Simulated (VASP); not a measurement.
Data:

```
CELL_PARAMETERS angstrom
      2.26767    -3.92772     0.00000
      2.26767     3.92772     0.00000
      0.00000     0.00000     5.95648
ATOMIC_POSITIONS crystal
  Te 0.00000 0.26623 0.66667
  Te 0.73377 0.73377 0.00000
  Te 0.26623 0.00000 0.33333
```

Calculation: PBE GGA, VASP's PBE PAW potentials (set 64) (plane waves; VASP). Settings: 520 eV cut-off, Gaussian smearing of 0.050 eV, potentials Te.

Unless said otherwise, spin-orbit coupling is left out, though it shifts the bands of the heavy elements here.

Q: Give the energies of bands 4 to 12 at the high-symmetry points, in eV from the valence-band maximum.

A: 
| band | Γ | M | K | A | L | H |
|---|---|---|---|---|---|---|
| 4 | -2.98 | -4.61 | -4.29 | -3.78 | -5.39 | -4.94 |
| 5 | -2.74 | -4.22 | -4.29 | -2.59 | -3.55 | -4.75 |
| 6 | -2.74 | -3.41 | -2.90 | -2.59 | -3.52 | -4.75 |
| 7 | -1.60 | -3.28 | -2.90 | -1.26 | -2.30 | -0.91 |
| 8 | -1.60 | -1.01 | -2.78 | -1.03 | -1.96 | -0.02 |
| 9 | -0.77 | -0.80 | -2.47 | -1.03 | -0.16 | -0.02 |
| 10 | 0.99 | 0.89 | 2.74 | 0.50 | 0.82 | 0.21 |
| 11 | 0.99 | 0.96 | 2.74 | 0.50 | 1.92 | 1.39 |
| 12 | 1.55 | 3.14 | 3.03 | 0.52 | 2.46 | 1.39 |

The gap is indirect, 0.21 eV, from the valence maximum at L-H at 0.89 to the conduction minimum at H.

The compound is Te in the trig structure. It was relaxed first.
